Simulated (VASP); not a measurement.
Wanted: the native input for a VASP 6.6.1 run.

* Task: relaxation of cell and atoms
* Functional: PBE
* Potentials or basis: VASP PAW PBE potentials, release 64 (Cd, Te, O)
* Cutoff: 520 eV
* k mesh: 6 × 6 × 6
* Occupations: gaussian, width 0.1 eV
* Spin: no spin polarisation
* Further INCAR settings: ALGO = Normal; EDIFF = 1e-07; IBRION = 2; POTIM = 0.3; EDIFFG = -0.005; NSW = 60; ISIF = 3

The structure of Cd4TeO3 lies in POSCAR:

```
Cd4TeO3                                 
1.0
    5.4982446070      0.0000000000      0.0000000000
    0.0000000000      5.4982446070     -0.0000000000
    0.0000000000     -0.0000000000      5.4982446070
  Cd              Te              O             
     4     1     3
Direct
     0.7150600512143348    0.7150600512143348    0.2849399487856651
     0.2849399487856651    0.7150600512143348    0.7150600512143348
     0.2849399487856651    0.2849399487856651    0.2849399487856651
     0.7150600512143348    0.2849399487856651    0.7150600512143348
     0.0000000000000000    1.0000000000000000    0.0000000000000000
     0.5000000000000000    1.0000000000000000    0.5000000000000000
     0.0000000000000000    0.5000000000000000    0.5000000000000000
     0.5000000000000000    0.5000000000000000    1.0000000000000000
```

The cell was built by a generator and needn't be a form met in nature.

These files were run (other wordings do the same):

INCAR

```
SYSTEM = Cd4TeO3
PREC = Accurate ; ENCUT = 520
EDIFF = 1E-7 ; ISMEAR = 0
SIGMA = 0.1 ; LREAL = .False.
LASPH = .True. ; NELM = 120
ALGO = Normal ; ISIF = 3
LWAVE = .False. ; LCHARG = .False.
GGA = PE ; IBRION = 2
NSW = 60 ; EDIFFG = -0.005
POTIM = 0.3 ; KPAR = 4
```

KPOINTS

```
Automatic mesh
0
Gamma
  6 6 6
  0 0 0
```

Potentials or basis: VASP PAW PBE potentials, release 64 (Cd, Te, O).

Launch:

```sh
$ cat potpaw_PBE.64/Cd/POTCAR potpaw_PBE.64/Te/POTCAR potpaw_PBE.64/O/POTCAR > POTCAR
$ mpirun -np 4 vasp_std > vasp.out
```

Results of the run:

- Relaxed volume: 20.79 Å³/atom
- Relaxed cell: a = 5.499 Å, b = 5.499 Å, c = 5.499 Å, α = 90.00°, β = 90.00°, γ = 90.00°
- Space group after relaxing (to 0.05 Å): P-43m (No. 215)
- Energy gained by relaxing: 0.0 meV/atom
- Ionic steps: 3
- Pressure after relaxing: 0.0 GPa
- Largest force after relaxing: 0.003 eV/Å
- Band gap on the k mesh: none (metal or under the smearing width)

Run time: 2.1 min on 4 MPI ranks on Intel(R) Xeon(R) Platinum 8488C (Sapphire Rapids), on a shared host, peak memory 0.33 GiB a rank.
